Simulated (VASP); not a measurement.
Calculation: PBEsol GGA, VASP's PBE PAW potentials (set 64) (plane waves; VASP).

VASP input:

### INCAR
```
! general
SYSTEM   =  PdC
PREC     =  Accurate
ENCUT    =  520
LREAL    =  .FALSE.
LASPH    =  .TRUE.

! electronic loop
EDIFF    =  1E-6
NELM     =  100
ALGO     =  Normal
LMAXMIX  =  4

! smearing
ISMEAR   =  1
SIGMA    =  0.1

! functional
GGA      =  PS

! ions
IBRION   =  2
NSW      =  60
ISIF     =  3
EDIFFG   =  -0.01

! output
LWAVE    =  .FALSE.
LCHARG   =  .FALSE.
```

File POSCAR:
```
PdC
1.0
  2.7328982598   0.0000000000   0.0000000000
  0.0000000000   2.7328982598   0.0000000000
  0.0000000000   0.0000000000   2.7328982598
Pd C
1 1
Cart
  0.0000000000   0.0000000000   0.0000000000
  1.3664491299   1.3664491299   1.3664491299
```

### KPOINTS
```
Automatic mesh
0
Gamma
12 12 12
```

POTCAR, in this order: Pd C (PBE.64 set). Program: vasp_std.

Output

OUTCAR:
```
 ion  position               nearest neighbor table
   1  0.000  0.000  0.000-   2 2.37   2 2.37   2 2.37   2 2.37   2 2.37   2 2.37   2 2.37   2 2.37
  LATTYP: Found a simple cubic cell.
 ALAT       =     2.7328982598
 Subroutine PRICEL returns:
 Original cell was already a primitive cell.
 Subroutine GETGRP returns: Found 48 space group operations
The static configuration has the point symmetry O_h .
The dynamic configuration has the point symmetry O_h .
 Subroutine INISYM returns: Found 48 space group operations
 Subroutine IBZKPT returns following result:
 Found     84 irreducible k-points:

 Following reciprocal coordinates:
            Coordinates               Weight
  0.000000  0.000000  0.000000      1.000000
  0.083333  0.000000  0.000000      6.000000
  0.166667  0.000000  0.000000      6.000000
  0.250000  0.000000  0.000000      6.000000
  0.333333  0.000000  0.000000      6.000000
  0.416667  0.000000  0.000000      6.000000
  0.500000  0.000000  0.000000      3.000000
  0.083333  0.083333  0.000000     12.000000
  0.166667  0.083333  0.000000     24.000000
  0.250000  0.083333  0.000000     24.000000
  0.333333  0.083333  0.000000     24.000000
  0.416667  0.083333  0.000000     24.000000
  0.500000  0.083333  0.000000     12.000000
  0.166667  0.166667  0.000000     12.000000
  0.250000  0.166667  0.000000     24.000000
  0.333333  0.166667  0.000000     24.000000
  0.416667  0.166667  0.000000     24.000000
  0.500000  0.166667  0.000000     12.000000
  0.250000  0.250000  0.000000     12.000000
  0.333333  0.250000  0.000000     24.000000
  0.416667  0.250000  0.000000     24.000000
  0.500000  0.250000  0.000000     12.000000
  0.333333  0.333333  0.000000     12.000000
  0.416667  0.333333  0.000000     24.000000
  0.500000  0.333333  0.000000     12.000000
  0.416667  0.416667  0.000000     12.000000
  0.500000  0.416667  0.000000     12.000000
  0.500000  0.500000  0.000000      3.000000
  0.083333  0.083333  0.083333      8.000000
  0.166667  0.083333  0.083333     24.000000
  0.250000  0.083333  0.083333     24.000000
  0.333333  0.083333  0.083333     24.000000
  0.416667  0.083333  0.083333     24.000000
  0.500000  0.083333  0.083333     12.000000
  0.166667  0.166667  0.083333     24.000000
  0.250000  0.166667  0.083333     48.000000
  0.333333  0.166667  0.083333     48.000000
  0.416667  0.166667  0.083333     48.000000
  0.500000  0.166667  0.083333     24.000000
  0.250000  0.250000  0.083333     24.000000
   k-points           NKPTS =     84   k-points in BZ     NKDIM =     84   number of bands    NBANDS=     11
   number of dos      NEDOS =    301   number of ions     NIONS =      2
   total plane-waves  NPLWV =   8000
   dimension x,y,z NGX =    20 NGY =   20 NGZ =   20
   dimension x,y,z NGXF=    40 NGYF=   40 NGZF=   40
   ions per type =               1   1
   PREC   = accura    normal or accurate (medium, high low for compatibility)
   ISTART =      0    job   : 0-new  1-cont  2-samecut
   ICHARG =      2    charge: 1-file 2-atom 10-const
   ISPIN  =      1    spin polarized calculation?
   LNONCOLLINEAR =      F non collinear calculations
   LSORBIT =      F    spin-orbit coupling
   INIWAV =      1    electr: 0-lowe 1-rand  2-diag
   ENCUT  =  520.0 eV  38.22 Ry    6.18 a.u.   5.08  5.08  5.08*2*pi/ulx,y,z
   NELM   =    100;   NELMIN=  2; NELMDL= -5     # of ELM steps
   EDIFF  = 0.1E-05   stopping-criterion for ELM
   LREAL  =      F    real-space projection
   NLSPLINE    = F    spline interpolate recip. space projectors
   LMAXMIX     =    4 max onsite mixed and CHGCAR
   VOSKOWN=      0    Vosko Wilk Nusair interpolation
...
```

### OSZICAR
```
       N       E                     dE             d eps       ncg     rms          rms(c)
DAV:   1     0.604064691681E+02    0.60406E+02   -0.71264E+03  1848   0.121E+03
DAV:   2    -0.114631090908E+02   -0.71870E+02   -0.68292E+02  2027   0.241E+02
DAV:   3    -0.134847988043E+02   -0.20217E+01   -0.19772E+01  2100   0.407E+01
DAV:   4    -0.134991151399E+02   -0.14316E-01   -0.14308E-01  2181   0.390E+00
DAV:   5    -0.134992610155E+02   -0.14588E-03   -0.14586E-03  2139   0.385E-01    0.160E+01
DAV:   6    -0.132947391519E+02    0.20452E+00   -0.21808E+01  2302   0.424E+01    0.132E+01
DAV:   7    -0.121558819819E+02    0.11389E+01   -0.37907E+00  2023   0.207E+01    0.581E+00
DAV:   8    -0.121526082902E+02    0.32737E-02   -0.35387E-01  2019   0.499E+00    0.172E+00
DAV:   9    -0.121292457380E+02    0.23363E-01   -0.85475E-02  2059   0.284E+00    0.350E-01
DAV:  10    -0.121285677491E+02    0.67799E-03   -0.41357E-03  2067   0.565E-01    0.187E-01
DAV:  11    -0.121283193052E+02    0.24844E-03   -0.14936E-03  2302   0.354E-01    0.251E-02
DAV:  12    -0.121283156399E+02    0.36653E-05   -0.10963E-04  2157   0.105E-01    0.117E-02
DAV:  13    -0.121283140587E+02    0.15812E-05   -0.66951E-06  2035   0.262E-02    0.432E-03
DAV:  14    -0.121283141931E+02   -0.13441E-06   -0.65118E-07  1086   0.710E-03
   1 F= -.12128314E+02 E0= -.12127840E+02  d E =-.121283E+02
```

File OUTCAR:
```
------------------------ aborting loop because EDIFF is reached ----------------------------------------
  FORCE on cell =-STRESS in cart. coord.  units (eV):
  Direction    XX          YY          ZZ          XY          YZ          ZX
  --------------------------------------------------------------------------------------
  Total       -0.0088035     -0.0088035     -0.0088035      0.0000000      0.0000000     -0.0000000
  in kB       -0.6910277     -0.6910277     -0.6910277      0.0000000      0.0000000     -0.0000000
  external PRESSURE =      -0.6910277 kB  Pullay stress =       0.0000000 kB
  volume of cell :       20.41
      direct lattice vectors                 reciprocal lattice vectors
     2.732898260  0.000000000  0.000000000     0.365911902  0.000000000  0.000000000
     0.000000000  2.732898260  0.000000000     0.000000000  0.365911902  0.000000000
     0.000000000  0.000000000  2.732898260     0.000000000  0.000000000  0.365911902
 POSITION                                       TOTAL-FORCE (eV/Angst)
 -----------------------------------------------------------------------------------
      0.00000      0.00000      0.00000         0.000000      0.000000      0.000000
      1.36645      1.36645      1.36645         0.000000      0.000000      0.000000
 -----------------------------------------------------------------------------------
    total drift:                               -0.000000      0.000000     -0.000000
  FREE ENERGIE OF THE ION-ELECTRON SYSTEM (eV)
  ---------------------------------------------------
  free  energy   TOTEN  =       -12.1283141931 eV

  energy  without entropy=      -12.1268913525  energy(sigma->0) =      -12.12783991

 reached required accuracy - stopping structural energy minimisation
```
(Selected blocks of OUTCAR.)

The structure was generated: PdC was put into the CsCl type type (Pm-3m), which need not be its known phase. It was relaxed first, which changed the volume by -7 %. The start is the result of an earlier pass.
